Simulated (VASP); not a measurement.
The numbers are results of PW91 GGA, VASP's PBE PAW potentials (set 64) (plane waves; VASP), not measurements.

The input files of a VASP run:

**POSCAR**
```
BN
1
    1.2558236207    -2.1751507088    -0.0000000000
    1.2558236207     2.1751507088     0.0000000000
    0.0000000000    -0.0000000000     7.6660758531
B N
2 2
Direct
  0.3333330000   0.6666670000   0.2500000000
  0.6666670000   0.3333330000   0.7500000000
  0.6666670000   0.3333330000   0.2500000000
  0.3333330000   0.6666670000   0.7500000000
```

**INCAR**
```
# general
SYSTEM  =  BN
PREC    =  Accurate
ENCUT   =  520
LREAL   =  F   # projection in real space or not
LASPH   =  T   # aspherical one-centre terms

# electronic loop
EDIFF   =  1E-7
NELM    =  100
ALGO    =  Normal   # blocked Davidson

# smearing
ISMEAR  =  -5   # tetrahedra, Bloechl

# functional
GGA     =  91   # PW91

# ions
ISIF    =  2

# output
LWAVE   =  F
LCHARG  =  T
LORBIT  =  11   # lm-projected
NEDOS   =  601   # DOS grid

# other
LEFG    =  T
```

KPOINTS:
```
Automatic mesh
0
Gamma
 11 11 4
```

POTCAR, in this order: B N (PBE.64 set). Program: vasp_std.

The resulting files:

**OUTCAR**
```
 ion  position               nearest neighbor table
   1  0.333  0.667  0.250-   3 1.45   3 1.45   3 1.45
   2  0.667  0.333  0.750-   4 1.45   4 1.45   4 1.45
   3  0.667  0.333  0.250-   1 1.45   1 1.45   1 1.45
   4  0.333  0.667  0.750-   2 1.45   2 1.45   2 1.45
  LATTYP: Found a hexagonal cell.
 ALAT       =     2.5116475812
 C/A-ratio  =     3.0522099957
 Subroutine PRICEL returns:
 Original cell was already a primitive cell.
 Subroutine GETGRP returns: Found 24 space group operations
The static configuration has the point symmetry D_3d.
 The point group associated with its full space group is D_6h.
The dynamic configuration has the point symmetry D_3d.
 Subroutine INISYM returns: Found 24 space group operations
 Subroutine IBZKPT returns following result:
 Found     48 irreducible k-points:

 Following reciprocal coordinates:
            Coordinates               Weight
  0.000000  0.000000  0.000000      1.000000
  0.090909  0.000000  0.000000      6.000000
  0.181818  0.000000  0.000000      6.000000
  0.272727  0.000000  0.000000      6.000000
  0.363636  0.000000  0.000000      6.000000
  0.454545 -0.000000  0.000000      6.000000
  0.090909  0.090909  0.000000      6.000000
  0.181818  0.090909  0.000000     12.000000
  0.272727  0.090909  0.000000     12.000000
  0.363636  0.090909  0.000000     12.000000
  0.454545  0.090909  0.000000      6.000000
  0.181818  0.181818  0.000000      6.000000
  0.272727  0.181818  0.000000     12.000000
  0.363636  0.181818  0.000000     12.000000
  0.272727  0.272727  0.000000      6.000000
  0.363636  0.272727  0.000000      6.000000
  0.000000  0.000000  0.250000      2.000000
  0.090909  0.000000  0.250000     12.000000
  0.181818  0.000000  0.250000     12.000000
  0.272727  0.000000  0.250000     12.000000
  0.363636  0.000000  0.250000     12.000000
  0.454545 -0.000000  0.250000     12.000000
  0.090909  0.090909  0.250000     12.000000
  0.181818  0.090909  0.250000     24.000000
  0.272727  0.090909  0.250000     24.000000
  0.363636  0.090909  0.250000     24.000000
  0.454545  0.090909  0.250000     12.000000
  0.181818  0.181818  0.250000     12.000000
  0.272727  0.181818  0.250000     24.000000
  0.363636  0.181818  0.250000     24.000000
  0.272727  0.272727  0.250000     12.000000
  0.363636  0.272727  0.250000     12.000000
  0.000000  0.000000  0.500000      1.000000
  0.090909  0.000000  0.500000      6.000000
  0.181818  0.000000  0.500000      6.000000
  0.272727  0.000000  0.500000      6.000000
  0.363636  0.000000  0.500000      6.000000
  0.454545 -0.000000  0.500000      6.000000
  0.090909  0.090909  0.500000      6.000000
  0.181818  0.090909  0.500000     12.000000
   k-points           NKPTS =     48   k-points in BZ     NKDIM =     48   number of bands    NBANDS=     12
   number of dos      NEDOS =    601   number of ions     NIONS =      4
   total plane-waves  NPLWV =  24000
   dimension x,y,z NGX =    20 NGY =   20 NGZ =   60
   dimension x,y,z NGXF=    40 NGYF=   40 NGZF=  120
   ions per type =               2   2
   PREC   = accura    normal or accurate (medium, high low for compatibility)
   ISTART =      0    job   : 0-new  1-cont  2-samecut
   ICHARG =      2    charge: 1-file 2-atom 10-const
   ISPIN  =      1    spin polarized calculation?
   LNONCOLLINEAR =      F non collinear calculations
   LSORBIT =      F    spin-orbit coupling
   INIWAV =      1    electr: 0-lowe 1-rand  2-diag
   ENCUT  =  520.0 eV  38.22 Ry    6.18 a.u.   4.67  4.67 14.25*2*pi/ulx,y,z
   NELM   =    100;   NELMIN=  2; NELMDL= -5     # of ELM steps
...
```

OSZICAR:
```
       N       E                     dE             d eps       ncg     rms          rms(c)
DAV:   1     0.696199584999E+02    0.69620E+02   -0.81169E+03  1152   0.121E+03
DAV:   2    -0.340101384926E+02   -0.10363E+03   -0.95360E+02  1680   0.263E+02
DAV:   3    -0.390556216042E+02   -0.50455E+01   -0.50084E+01  1452   0.620E+01
DAV:   4    -0.391163260862E+02   -0.60704E-01   -0.60668E-01  1444   0.742E+00
DAV:   5    -0.391173918790E+02   -0.10658E-02   -0.10656E-02  1476   0.966E-01    0.114E+01
DAV:   6    -0.357382945207E+02    0.33791E+01   -0.87045E+00  1364   0.240E+01    0.502E+00
DAV:   7    -0.354341597865E+02    0.30413E+00   -0.51881E-01  1464   0.616E+00    0.313E+00
DAV:   8    -0.353374128406E+02    0.96747E-01   -0.35266E-01  1416   0.445E+00    0.457E-01
DAV:   9    -0.353344667150E+02    0.29461E-02   -0.15045E-02  1388   0.109E+00    0.188E-01
DAV:  10    -0.353363423956E+02   -0.18757E-02   -0.19356E-03  1380   0.364E-01    0.441E-02
DAV:  11    -0.353365993975E+02   -0.25700E-03   -0.27980E-04  1440   0.146E-01    0.281E-02
DAV:  12    -0.353366057127E+02   -0.63152E-05   -0.66665E-05  1340   0.688E-02    0.464E-03
DAV:  13    -0.353366061780E+02   -0.46533E-06   -0.25925E-06  1472   0.146E-02    0.175E-03
DAV:  14    -0.353366063826E+02   -0.20453E-06   -0.34715E-07  1384   0.499E-03    0.634E-04
DAV:  15    -0.353366063834E+02   -0.85993E-09   -0.66577E-09  1036   0.757E-04
   1 F= -.35336606E+02 E0= -.35336606E+02  d E =0.000000E+00
```

OUTCAR:
```
------------------------ aborting loop because EDIFF is reached ----------------------------------------
  FORCE on cell =-STRESS in cart. coord.  units (eV):
  Direction    XX          YY          ZZ          XY          YZ          ZX
  --------------------------------------------------------------------------------------
  Total       -0.0746074     -0.0746075      0.0768769     -0.0000000     -0.0000000     -0.0000000
  in kB       -2.8541158     -2.8541168      2.9409353     -0.0000000     -0.0000000     -0.0000000
  external PRESSURE =      -0.9224324 kB  Pullay stress =       0.0000000 kB
  volume of cell :       41.88
      direct lattice vectors                 reciprocal lattice vectors
     1.255823621 -2.175150709  0.000000000     0.398145083 -0.229869130  0.000000000
     1.255823621  2.175150709  0.000000000     0.398145083  0.229869130  0.000000000
     0.000000000  0.000000000  7.666075853     0.000000000  0.000000000  0.130444835
  FREE ENERGIE OF THE ION-ELECTRON SYSTEM (eV)
  ---------------------------------------------------
  free  energy   TOTEN  =       -35.3366063834 eV

  energy  without entropy=      -35.3366063834  energy(sigma->0) =      -35.33660638

 total charge

# of ion       s       p       d       tot
------------------------------------------
    1        0.738   1.412   0.000   2.151
    2        0.738   1.412   0.000   2.151
    3        1.222   2.793   0.000   4.015
    4        1.222   2.793   0.000   4.015
--------------------------------------------------
tot          3.921   8.411   0.000  12.332

 Electric field gradients after diagonalization (V/A^2)
 (convention: |V_zz| > |V_xx| > |V_yy|)
----------------------------------------------------------------------
 ion       V_xx      V_yy      V_zz     asymmetry (V_yy - V_xx)/ V_zz
----------------------------------------------------------------------
   1     -17.472   -17.471    34.943       0.000
   2     -17.472   -17.472    34.943       0.000
   3      -1.100    -1.098     2.198       0.001
   4      -1.100    -1.098     2.198       0.001
```
(Selected blocks of OUTCAR.)

Without a dispersion term in the relaxation, distances and binding between the weakly bound layers, chains or molecules are unreliable, and so is what depends on them.

The compound is BN in the hex structure. It was relaxed first, which changed the volume by +16 %.
